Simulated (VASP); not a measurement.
Energy against volume of MgSe (rock salt). Level of theory: PBE0 hybrid, VASP's PBE PAW potentials (set 64) (plane waves; VASP). Numerical set-up: 520 eV cut-off, 6×6×6 Γ-centred mesh, Gaussian smearing of 0.050 eV, potentials Mg Se.

```json
[
 {"V (Å³/atom)": "18.969", "E (eV/atom)": "-4.62970"},
 {"V (Å³/atom)": "19.594", "E (eV/atom)": "-4.64518"},
 {"V (Å³/atom)": "20.219", "E (eV/atom)": "-4.65093"},
 {"V (Å³/atom)": "20.845", "E (eV/atom)": "-4.64836"}
]
```

Fit these four points and predict the energy of the run at 21.470 Å³/atom.

A cubic in V^(−2/3), the third-order Birch-Murnaghan form, passes through the four points with V0 = 20.32 Å³/atom and B0 = 67 GPa, and gives -4.6387 eV/atom there. The run gave -4.6387 eV/atom, +0.0 meV/atom from the fit; all five points give B0 = 67 GPa.

The compound is MgSe in the rock salt structure. It was relaxed first. The cell's shape comes from a PBE relaxation.
